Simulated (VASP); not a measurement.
Output of a VASP run:

### OSZICAR
```
       N       E                     dE             d eps       ncg     rms          rms(c)
DAV:   1     0.125252114139E+02    0.12525E+02   -0.28276E+03  2608   0.705E+02
DAV:   2    -0.730911178603E+01   -0.19834E+02   -0.19406E+02  4064   0.727E+01
DAV:   3    -0.762348032282E+01   -0.31437E+00   -0.30926E+00  3184   0.117E+01
DAV:   4    -0.762437440649E+01   -0.89408E-03   -0.88642E-03  3760   0.678E-01
DAV:   5    -0.762437521160E+01   -0.80512E-06   -0.80551E-06  3096   0.166E-02    0.235E+00
DAV:   6    -0.760485293950E+01    0.19522E-01   -0.50117E-03  3008   0.563E-01    0.140E+00
DAV:   7    -0.759129538380E+01    0.13558E-01   -0.14239E-02  2744   0.946E-01    0.927E-02
DAV:   8    -0.759146669420E+01   -0.17131E-03   -0.26229E-04  3720   0.123E-01    0.251E-02
DAV:   9    -0.759147317468E+01   -0.64805E-05   -0.76821E-06  3072   0.236E-02    0.432E-03
DAV:  10    -0.759147263942E+01    0.53526E-06   -0.16370E-06  1968   0.843E-03
   1 F= -.75914726E+01 E0= -.75913167E+01  d E =-.759147E+01
```

### OUTCAR
```
------------------------ aborting loop because EDIFF is reached ----------------------------------------
  FORCE on cell =-STRESS in cart. coord.  units (eV):
  Direction    XX          YY          ZZ          XY          YZ          ZX
  --------------------------------------------------------------------------------------
  Total       -0.0188454     -0.0188454      0.0058777      0.0000000      0.0000000      0.0000000
  in kB       -0.5324669     -0.5324669      0.1660708      0.0000000      0.0000000      0.0000000
  external PRESSURE =      -0.2996210 kB  Pullay stress =       0.0000000 kB
  volume of cell :       56.71
      direct lattice vectors                 reciprocal lattice vectors
    -2.964380028  2.964380028  1.613228099     0.000000000  0.168669332  0.309937572
     2.964380028 -2.964380028  1.613228099     0.168669332  0.000000000  0.309937572
     2.964380028  2.964380028 -1.613228099     0.168669332  0.168669332  0.000000000
 POSITION                                       TOTAL-FORCE (eV/Angst)
 -----------------------------------------------------------------------------------
      2.96438      0.00000      0.80661         0.000000     -0.000000     -0.000000
      0.00000      0.00000      0.00000        -0.000000      0.000000      0.000000
 -----------------------------------------------------------------------------------
    total drift:                                0.000000      0.000000     -0.000000
  FREE ENERGIE OF THE ION-ELECTRON SYSTEM (eV)
  ---------------------------------------------------
  free  energy   TOTEN  =        -7.5914726394 eV

  energy  without entropy=       -7.5910048185  energy(sigma->0) =       -7.59131670

 reached required accuracy - stopping structural energy minimisation
```
(Selected blocks of OUTCAR.)

File POSCAR:
```
Sn
1
   -2.9643800282     2.9643800282     1.6132280989
    2.9643800282    -2.9643800282     1.6132280989
    2.9643800282     2.9643800282    -1.6132280989
Sn
2
Direct
  0.2500000000   0.7500000000   0.5000000000
  1.0000000000   1.0000000000   1.0000000000
```

### Question
Write an INCAR and KPOINTS that could have produced this output.

### Answer
Several could match; the one computed here: the input of the run itself, PBE GGA, plane waves, VASP's PBE PAW potentials (set 64).

### KPOINTS
```
Automatic mesh
0
Gamma
12 12 12
0 0 0
```

### INCAR
```
SYSTEM = Sn
PREC = Accurate
ENCUT = 480
EDIFF = 1E-6
NELM = 100
ALGO = Normal
LREAL = .FALSE.
LASPH = .TRUE.
ISMEAR = 1
SIGMA = 0.1
GGA = PE
LMAXMIX = 4
LWAVE = .FALSE.
LCHARG = .FALSE.
IBRION = 2
ISIF = 3
NSW = 60
EDIFFG = -0.01
```

POTCAR, in this order: Sn (PBE.64 set). Program: vasp_std.

The compound is Sn in the beta structure. It was relaxed first. The start is the result of an earlier pass.
